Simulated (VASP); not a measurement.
# HfGe (Pm-3m) in VASP: relaxation of cell and atoms with PBE

Aim: the relaxation of cell and atoms of HfGe with PBE.

Everything below comes from runs of VASP 6.6.1. Logs are shortened: lines on timing, memory, paths and dates and some standing lists are left out, and cuts for length are marked.

## (1) The crystal as given

It takes space group Pm-3m (No. 221, cubic). The conventional cell has a = 3.330 Å, b = 3.330 Å, c = 3.330 Å, α = 90.00°, β = 90.00°, γ = 90.00°. Around Hf (site symmetry m-3m) lie 8 Ge at 2.88 Å. Ge (site symmetry m-3m) has 8 Hf at 2.88 Å as nearest neighbours.

The cell was built by a generator and needn't be a form met in nature.

## (2) Relaxation of cell and atoms, PBE

Input file INCAR:

```
PREC = Normal
ENCUT = 520
EDIFF = 1E-4
ISMEAR = 0
SIGMA = 0.15
LREAL = F
LASPH = T
NELM = 60
ALGO = Fast
ISIF = 3
LWAVE = F
LCHARG = F
GGA = PE
IBRION = 2
NSW = 24
EDIFFG = -0.08
```

Input file KPOINTS:

```
regular mesh
0
Gamma
  6 6 6
```

Input file POSCAR:

```
HfGe
1.0
    3.3300000000      0.0000000000      0.0000000000
    0.0000000000      3.3300000000      0.0000000000
    0.0000000000      0.0000000000      3.3300000000
Hf Ge
1 1
Direct
    0.0000000000      0.0000000000      0.0000000000
    0.5000000000      0.5000000000      0.5000000000
```

Potentials or basis: VASP PAW PBE potentials, release 64 (Hf_pv, Ge_d).

Command:

```sh
cat potpaw_PBE.64/Hf_pv/POTCAR potpaw_PBE.64/Ge_d/POTCAR > POTCAR
mpirun -np 1 vasp_std > vasp.out
```

OUTCAR:

```text
PREC = Normal
   ENCUT = 520
   EDIFF = 1E-4
   ISMEAR = 0
   LREAL = F
   LASPH = T
   NELM = 60
   ISIF = 3
   GGA = PE
   IBRION = 2
   NSW = 24
   EDIFFG = -0.08

 ion  position               nearest neighbor table
   1  0.000  0.000  0.000-   2 2.88   2 2.88   2 2.88   2 2.88   2 2.88   2 2.88   2 2.88   2 2.88

   2  0.500  0.500  0.500-   1 2.88   1 2.88   1 2.88   1 2.88   1 2.88   1 2.88   1 2.88   1 2.88

  LATTYP: Found a simple cubic cell.
 ALAT       =     3.3300000000

  Lattice vectors:

 A1 = (   3.3300000000,   0.0000000000,   0.0000000000)
 A2 = (   0.0000000000,   3.3300000000,   0.0000000000)
 A3 = (   0.0000000000,   0.0000000000,   3.3300000000)

Analysis of symmetry for initial positions (statically):
=====================================================================
 Subroutine PRICEL returns:
 Original cell was already a primitive cell.

 Routine SETGRP: Setting up the symmetry group for a
 simple cubic supercell.

 Subroutine GETGRP returns: Found 48 space group operations
 (whereof 48 operations were pure point group operations)
 out of a pool of 48 trial point group operations.

The static configuration has the point symmetry O_h .

Analysis of symmetry for dynamics (positions and initial velocities):
=====================================================================
 Subroutine PRICEL returns:
 Original cell was already a primitive cell.

 Routine SETGRP: Setting up the symmetry group for a
 simple cubic supercell.

 Subroutine GETGRP returns: Found 48 space group operations
 (whereof 48 operations were pure point group operations)
 out of a pool of 48 trial point group operations.

The dynamic configuration has the point symmetry O_h .

 Subroutine INISYM returns: Found 48 space group operations
 (whereof 48 operations are pure point group operations),
 and found     1 'primitive' translations

----------------------------------------------------------------------------------------

                                     Primitive cell

  volume of cell :      36.9260

  direct lattice vectors                    reciprocal lattice vectors
     3.330000000  0.000000000  0.000000000     0.300300300  0.000000000  0.000000000
     0.000000000  3.330000000  0.000000000     0.000000000  0.300300300  0.000000000
     0.000000000  0.000000000  3.330000000     0.000000000  0.000000000  0.300300300

  length of vectors
     3.330000000  3.330000000  3.330000000     0.300300300  0.300300300  0.300300300

  position of ions in fractional coordinates (direct lattice)
     0.000000000  0.000000000  0.000000000
     0.500000000  0.500000000  0.500000000

  ion indices of the primitive-cell ions
   primitive index   ion index
                 1           1
                 2           2

----------------------------------------------------------------------------------------

 KPOINTS: regular mesh

Automatic generation of k-mesh.
 Grid dimensions read from file:
 generate k-points for:    6    6    6

 Generating k-lattice:

  Cartesian coordinates                     Fractional coordinates (reciprocal lattice)
     0.050050050  0.000000000  0.000000000     0.166666667  0.000000000  0.000000000
     0.000000000  0.050050050  0.000000000     0.000000000  0.166666667  0.000000000
     0.000000000  0.000000000  0.050050050     0.000000000  0.000000000  0.166666667

  Length of vectors
     0.050050050  0.050050050  0.050050050

  Shift w.r.t. Gamma in fractional coordinates (k-lattice)
     0.000000000  0.000000000  0.000000000

 Subroutine IBZKPT returns following result:
 ===========================================

 Found     20 irreducible k-points:

 Following reciprocal coordinates:
            Coordinates               Weight
  0.000000  0.000000  0.000000      1.000000
  0.166667  0.000000  0.000000      6.000000
  0.333333  0.000000  0.000000      6.000000
  0.500000  0.000000  0.000000      3.000000
  0.166667  0.166667  0.000000     12.000000
  0.333333  0.166667  0.000000     24.000000
[... 12 lines left out ...]
  0.500000  0.500000  0.333333      6.000000
  0.500000  0.500000  0.500000      1.000000
   k-points           NKPTS =     20   k-points in BZ     NKDIM =     20   number of bands    NBANDS=     16
   number of dos      NEDOS =    301   number of ions     NIONS =      2
   total plane-waves  NPLWV =   8000
   dimension x,y,z NGX =    20 NGY =   20 NGZ =   20
   dimension x,y,z NGXF=    40 NGYF=   40 NGZF=   40
   ions per type =               1   1
   NGX,Y,Z   is equivalent  to a cutoff of   9.98,  9.98,  9.98 a.u.
   NGXF,Y,Z  is equivalent  to a cutoff of  19.97, 19.97, 19.97 a.u.
 SYSTEM =  unknown system
   PREC   = normal    normal or accurate (medium, high low for compatibility)
   ISTART =      0    job   : 0-new  1-cont  2-samecut
   ICHARG =      2    charge: 1-file 2-atom 10-const
   ISPIN  =      1    spin polarized calculation?
   LNONCOLLINEAR =      F non collinear calculations
   LSORBIT =      F    spin-orbit coupling
   LASPH  =      T    aspherical Exc in radial PAW
   ENCUT  =  520.0 eV  38.22 Ry    6.18 a.u.   6.19  6.19  6.19*2*pi/ulx,y,z
   NELM   =     60;   NELMIN=  2; NELMDL= -5     # of ELM steps
   EDIFF  = 0.1E-03   stopping-criterion for ELM
   LREAL  =      F    real-space projection
   EDIFFG = -.8E-01   stopping-criterion for IOM
   NSW    =     24    number of steps for IOM
   IBRION =      2    ionic relax: 0-MD 1-quasi-New 2-CG
   NFREE  =      1    steps in history (QN), initial steepest desc. (CG)
   ISIF   =      3    stress and relaxation
   ISYM   =      2    0-nonsym 1-usesym 2-fastsym
   POTIM  = 0.5000    time-step for ionic-motion
   TEBEG  =    0.0;   TEEND  =   0.0 temperature during run
   PSTRESS=    0.0 pullay stress
   NELECT =      24.0000    total number of electrons
   NUPDOWN=      -1.0000    fix difference up-down
   EMIN   =  10.00;   EMAX   =-10.00  energy-range for DOS
   EFERMI =   0.00;   METHOD = LEGACY
   ISMEAR =     0;   SIGMA  =   0.15  broadening in eV -4-tet -1-fermi 0-gaus
   EFERMI_NEDOS =   21; number of points for ismear=-14 and -15
   IALGO  =     68    algorithm
   IMIX   =      4    mixing-type and parameters
     AMIX     =   0.40;   BMIX     =  1.00
     AMIX_MAG =   1.60;   BMIX_MAG =  1.00
  volume/ion in A,a.u.               =      18.46       124.59
  Fermi-wavevector in a.u.,A,eV,Ry     =   1.418081  2.679784 27.360683  2.010953
  Thomas-Fermi vector in A             =   2.539244
   LORBIT       =      0    0 simple, 1 ext, 2 COOP (PROOUT), +10 PAW based schemes
   GGA     = PE    functional components
   LHFCALC =     F    Hartree Fock is set to
   AEXX    =    0.0000 exact exchange contribution
   IVDW    =     0    specifies the selected vdW correction
   LEPSILON=     F    determine dielectric tensor
   LRPA    =     F    only Hartree local field effects (RPA)
 conjugate gradient relaxation of ions
 non-spin polarized calculation
 RMM-DIIS sequential band-by-band and
 Gauss-broadening in eV      SIGMA  =   0.15
  energy-cutoff  :      520.00
  volume of cell :       36.93
 maximum number of plane-waves:      1021
   NGX = 13   NGY = 13   NGZ = 13

--------------------------------------- Ionic step        1  -------------------------------------------

 number of electron      23.9999920 magnetization

 Free energy of the ion-electron system (eV)
  ---------------------------------------------------
  ext. energy  EPLUGINS =         0.00000000
  ---------------------------------------------------
  free energy    TOTEN  =       -15.00591191 eV

  energy without entropy =      -14.97594379  energy(sigma->0) =      -14.99092785

------------------------ aborting loop because EDIFF is reached ----------------------------------------

  FORCE on cell =-STRESS in cart. coord.  units (eV):
  Direction    XX          YY          ZZ          XY          YZ          ZX
  --------------------------------------------------------------------------------------
  -------------------------------------------------------------------------------------
  Total        0.3125396      0.3125396      0.3125396      0.0000000      0.0000000     -0.0000000
  in kB       13.5607262     13.5607262     13.5607262      0.0000000      0.0000000     -0.0000000
  external PRESSURE =      13.5607262 kB  Pullay stress =       0.0000000 kB
[... 89 lines left out ...]
  FREE ENERGIE OF THE ION-ELECTRON SYSTEM (eV)
  ---------------------------------------------------
  free  energy   TOTEN  =       -14.9318600422 eV

  energy  without entropy=      -14.8976217642  energy(sigma->0) =      -14.91474090

[... ionic steps 4 to 10 ...]

--------------------------------------- Ionic step       11  -------------------------------------------

 number of electron      23.9999933 magnetization

------------------------ aborting loop because EDIFF is reached ----------------------------------------

  FORCE on cell =-STRESS in cart. coord.  units (eV):
  Direction    XX          YY          ZZ          XY          YZ          ZX
  --------------------------------------------------------------------------------------
  -------------------------------------------------------------------------------------
  Total        1.3377653      1.3377653      1.3377653     -0.0000000     -0.0000000      0.0000000
  in kB       58.3646459     58.3646459     58.3646459     -0.0000000     -0.0000000      0.0000000
  external PRESSURE =      58.3646459 kB  Pullay stress =       0.0000000 kB
[... 57 lines left out ...]
  energy  without entropy=      -14.9769006742  energy(sigma->0) =      -14.99201233

--------------------------------------- Ionic step       13  -------------------------------------------

 number of electron      23.9999910 magnetization

 Free energy of the ion-electron system (eV)
  ---------------------------------------------------
  ext. energy  EPLUGINS =         0.00000000
  ---------------------------------------------------
  free energy    TOTEN  =       -15.00736059 eV

  energy without entropy =      -14.97706104  energy(sigma->0) =      -14.99221081

 E-fermi :   6.6603     XC(G=0): -11.8090

 val. band max:        6.6601268821   @ k =   0.5000   0.1667   0.1667
 cond. band min:       6.7641381502   @ k =   0.5000   0.1667   0.1667
 fundamental gap:      0.1040112681
 Fermi energy:         6.6602520666

 k-point     1 :       0.0000    0.0000    0.0000
  band No.  band energies     occupation
      1     -23.9386      2.00000
      2     -23.9386      2.00000
      3     -23.9386      2.00000
      4     -17.6212      2.00000
      5     -17.6212      2.00000
      6     -17.6039      2.00000
[... 8 lines left out ...]
     15      10.3057      0.00000
     16      10.3057      0.00000
[... 388 lines left out ...]
  FREE ENERGIE OF THE ION-ELECTRON SYSTEM (eV)
  ---------------------------------------------------
  free  energy   TOTEN  =       -15.0073605896 eV

  energy  without entropy=      -14.9770610381  energy(sigma->0) =      -14.99221081

 reached required accuracy - stopping structural energy minimisation
```

Wall time 27 s (1 thread of Intel Xeon 6975P-C (Granite Rapids), shared host); peak memory 0.13 GiB.

What came out:

- Free energy: -15.0074 eV
- Relaxed volume: 18.55 Å³/atom
- Relaxed cell: a = 3.335 Å, b = 3.335 Å, c = 3.335 Å, α = 90.00°, β = 90.00°, γ = 90.00°
- Space group after relaxing (to 0.05 Å): Pm-3m (No. 221)
- Energy gained by relaxing: 0.7 meV/atom
- Ionic steps: 13
- Pressure after relaxing: 0.5 GPa
- Band gap on the k mesh: none (metal or under the smearing width)

Step by step:
```
step  energy change (eV)  largest force (eV/Å)  pressure (GPa)  volume (Å³)
   1              0.0000                0.0000            1.36        36.93
   2             -0.0011                0.0000            2.19        37.77
   3              0.0741                0.0000           -6.10        40.37
   4              0.0073                0.0000           -4.65        38.41
   5              0.0008                0.0000           -1.26        37.97
   6              0.0000                0.0000           -0.80        37.90
   7             -0.0006                0.0000           -0.96        37.83
   8             -0.0008                0.0000           -1.72        37.80
   9             -0.0016                0.0000           -1.17        37.14
  10              0.0233                0.0000            2.54        35.86
  11              0.0024                0.0000            5.84        36.72
  12             -0.0012                0.0000            1.26        37.07
  13             -0.0014                0.0000            0.50        37.11
```

Final structure:
```
Hf Ge
1.0
     3.33544    0.00000    0.00000
     0.00000    3.33544    0.00000
     0.00000    0.00000    3.33544
Hf Ge
1 1
Direct
  0.00000 0.00000 0.00000
  0.50000 0.50000 0.50000
```

Caveat: the relaxation stopped at a loose force limit of 0.08 eV/Å, so its end isn't a converged minimum. Spin-orbit coupling is left out, which matters for the levels of Hf.
